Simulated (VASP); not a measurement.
Here is the system:

```xyz
2
Lattice="4.6596 0.0000 0.0000 0.0000 4.6596 0.0000 0.0000 0.0000 4.6596" Properties=species:S:1:pos:R:3 pbc="T T T"
Cs     0.0000     0.0000     0.0000
I      2.3298     2.3298     2.3298
```

Calculation: PBE GGA with D3 dispersion (Becke-Johnson damping), VASP's PBE PAW potentials (set 64) (plane waves; VASP). Numerical set-up: 520 eV cut-off, 6×6×6 Γ-centred mesh, Gaussian smearing of 0.050 eV, potentials Cs_sv I.

Unless said otherwise, spin-orbit coupling is left out, though it shifts the bands of the heavy elements here.

Question: What does the run give for the energy per atom (σ→0), band gap (on the k-mesh) with the smallest direct gap where there is one?

Answer: 
```yaml
band gap (on the k-mesh): 3.69 eV
smallest direct gap (on the k-mesh): 3.78 eV
energy per atom (σ→0): -284.4 kJ/mol of atoms
```

The absolute energy has meaning only against runs of the same code, potentials and settings.

The compound is CsI in the CsCl type structure. This cell is one point of a volume scan, at 1.06 of the reference volume.
